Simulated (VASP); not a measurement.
Level of theory: vdW-DF-cx, VASP's PBE PAW potentials (set 64) (plane waves; VASP).

VASP input:

### KPOINTS
```
kpoints
0
Gamma
  13 13 13
```

POSCAR:
```
GdN
2.4179150
  0.0000000000   1.0000001351   1.0000001351
  1.0000001351   0.0000000000   1.0000001351
  1.0000001351   1.0000001351   0.0000000000
Gd N
1 1
Cartesian
  0.0000000000   0.0000000000   0.0000000000
  1.0000001351   1.0000001351   1.0000001351
```

INCAR:
```
# general
SYSTEM  =GdN
PREC    =Accurate
ENCUT   =520
LREAL   =.FALSE.
LASPH   =.TRUE.

# electronic loop
EDIFF   =1E-7
NELM    =100
ALGO    =Normal
LMAXMIX =6

# smearing
ISMEAR  =1
SIGMA   =0.1

# functional
GGA     =CX
LUSE_VDW=.TRUE.
AGGAC   =0.0

# ions
ISIF    =2

# output
LWAVE   =.FALSE.
LCHARG  =.FALSE.
```

POTCAR, in this order: Gd_3 N (PBE.64 set). Program: vasp_std.

Output of the run:

OSZICAR:
```
       N       E                     dE             d eps       ncg     rms          rms(c)
DAV:   1     0.491623981664E+02    0.49162E+02   -0.68968E+03  1848   0.119E+03
DAV:   2    -0.122216835903E+02   -0.61384E+02   -0.57329E+02  2464   0.241E+02
DAV:   3    -0.149265116234E+02   -0.27048E+01   -0.26191E+01  2470   0.417E+01
DAV:   4    -0.149582258139E+02   -0.31714E-01   -0.31627E-01  2278   0.413E+00
DAV:   5    -0.149586989099E+02   -0.47310E-03   -0.47290E-03  2469   0.415E-01    0.323E+01
DAV:   6    -0.129096923426E+02    0.20490E+01   -0.17482E+01  2154   0.264E+01    0.283E+01
DAV:   7    -0.127625328353E+02    0.14716E+00   -0.12968E+00  2116   0.774E+00    0.188E+01
DAV:   8    -0.127625079056E+02    0.24930E-04   -0.10509E-01  2053   0.337E+00    0.487E+00
DAV:   9    -0.127584676647E+02    0.40402E-02   -0.16262E-02  2260   0.906E-01    0.326E-01
DAV:  10    -0.127585980729E+02   -0.13041E-03   -0.48765E-04  2234   0.219E-01    0.176E-01
DAV:  11    -0.127585951102E+02    0.29627E-05   -0.17016E-05  2504   0.436E-02    0.194E-02
DAV:  12    -0.127585953072E+02   -0.19702E-06   -0.16235E-06  2212   0.142E-02    0.398E-03
DAV:  13    -0.127585953535E+02   -0.46286E-07   -0.59917E-08  1613   0.233E-03
   1 F= -.12758595E+02 E0= -.12758636E+02  d E =0.122727E-03
```

**OUTCAR**
```
------------------------ aborting loop because EDIFF is reached ----------------------------------------
  FORCE on cell =-STRESS in cart. coord.  units (eV):
  Direction    XX          YY          ZZ          XY          YZ          ZX
  --------------------------------------------------------------------------------------
  Total        2.0745629      2.0745629      2.0745629     -0.0000000      0.0000000      0.0000000
  in kB      117.5665903    117.5665903    117.5665903     -0.0000000      0.0000000      0.0000000
  external PRESSURE =     117.5665903 kB  Pullay stress =       0.0000000 kB
  volume of cell :       28.27
      direct lattice vectors                 reciprocal lattice vectors
     0.000000000  2.417915327  2.417915327    -0.206789706  0.206789706  0.206789706
     2.417915327  0.000000000  2.417915327     0.206789706 -0.206789706  0.206789706
     2.417915327  2.417915327  0.000000000     0.206789706  0.206789706 -0.206789706
 POSITION                                       TOTAL-FORCE (eV/Angst)
 -----------------------------------------------------------------------------------
      0.00000      0.00000      0.00000        -0.000000     -0.000000     -0.000000
      2.41792      2.41792      2.41792         0.000000      0.000000      0.000000
 -----------------------------------------------------------------------------------
    total drift:                                0.000000      0.000000      0.000000
  FREE ENERGIE OF THE ION-ELECTRON SYSTEM (eV)
  ---------------------------------------------------
  free  energy   TOTEN  =       -12.7585953535 eV

  energy  without entropy=      -12.7587180800  energy(sigma->0) =      -12.75863626
```
(Selected blocks of OUTCAR.)

The 4f electrons are frozen in the core of the lanthanide potential, so 4f levels, which can set the real gap, and their magnetism are missing.

The compound is GdN in the rock salt structure. This cell is one point of a volume scan, at 0.94 of the reference volume.
